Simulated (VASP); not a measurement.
```xyz
4
Lattice="3.9687 0.0000 0.0000 0.0000 3.9873 0.0000 0.0000 0.0000 5.0422" Properties=species:S:1:pos:R:3 pbc="T T T"
Pb     1.9844     0.0000     3.8573
Pb     0.0000     1.9937     1.1849
O      1.9844     1.9937     0.0000
O      0.0405     0.0000     0.0000
```

Level of theory: PBE GGA, VASP's PBE PAW potentials (set 64) (plane waves; VASP). Settings: 475 eV cut-off, 5×5×4 Γ-centred mesh, Gaussian smearing of 0.050 eV, potentials Pb_d O.

At this cut-off the stress carries a Pulay error, which pulls relaxed volumes low.

Q: What does the run give for the energy per atom (σ→0), pressure, largest force?

A: 
| Item | Result |
|---|---|
| energy per atom (σ→0) | -5.355 eV/atom |
| pressure | 4.33 GPa |
| largest force | 0.450 eV/Å |

The absolute energy has meaning only against runs of the same code, potentials and settings.

The compound is PbO in the litharge structure. The cell was not relaxed at this level. The run is one of a series of settings (ENCUT = 475 against the base run), some of them coarse on purpose.
